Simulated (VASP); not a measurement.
Crystal: SrZr2O3.

```xyz
6
Lattice="4.1527 0.0000 0.0000 -2.0764 3.5963 0.0000 0.0000 0.0000 7.5334" Properties=species:S:1:pos:R:3 pbc="T T T"
Sr    0.0000    0.0000    0.0000
Zr    0.0000    2.3976    3.7667
Zr    2.0764    1.1988    3.7667
O     2.0764    0.0000    0.0000
O    -1.0382    1.7982    0.0000
O     1.0382    1.7982    0.0000
```

The cell was built by a generator and needn't be a form met in nature.

| Item | Value |
| --- | --- |
| Program | VASP 6.6.1 |
| Task | relaxation of cell and atoms |
| Functional | PBE |
| Potentials or basis | VASP PAW PBE potentials, release 64 (Sr_sv, Zr_sv, O) |
| Cutoff | 520 eV |
| k mesh | 4 × 4 × 2 |
| Occupations | gaussian, width 0.15 eV |
| Spin | no spin polarisation |

At the start: pressure 27.3 GPa; volume 18.75 Å³/atom.

**Question.** Where does the relaxation end?

**Answer.** Over 16 steps the energy falls by 3869.3 meV/atom and the volume is 13.37 Å³/atom (-28.7 %); space group P6/mmm (No. 191, to 0.05 Å).

The path:
```tsv
step	energy change (eV)	largest force (eV/Å)	pressure (GPa)	volume (Å³)
1	0.0000	0.0000	27.30	112.51
2	-4.0219	0.0000	-12.03	169.32
3	-4.7560	0.0000	-4.46	149.95
4	-5.8920	0.0000	-6.24	139.65
5	-13.3558	0.0000	-12.57	105.97
6	825.0580	0.0000	7792.87	25.58
7	33.1937	0.0000	0.17	105.02
8	-12.5700	0.0000	-14.19	104.04
9	-20.3737	0.0000	60.15	66.93
10	-21.1411	0.0000	-4.79	84.20
11	-22.7615	0.0000	11.99	76.35
12	-22.7717	0.0000	17.44	74.68
13	-22.9575	0.0000	15.36	75.17
14	-22.9782	0.0000	15.83	75.10
15	-23.2015	0.0000	3.57	78.83
16	-23.2161	0.0000	-0.21	80.20
```

Final structure:
```xyz
6
Lattice="5.3732 0.0000 0.0000 -2.6866 4.6533 0.0000 0.0000 0.0000 3.2076" Properties=species:S:1:pos:R:3 pbc="T T T"
Sr    0.0000    0.0000    0.0000
Zr    0.0000    3.1022    1.6038
Zr    2.6866    1.5511    1.6038
O     2.6866    0.0000    0.0000
O    -1.3433    2.3267    0.0000
O     1.3433    2.3267    0.0000
```

Caveat: the k mesh is coarse (spacing up to 0.44 Å⁻¹), so the values aren't converged; the volume moved by over 15 % at a fixed basis, so the end points are rough.
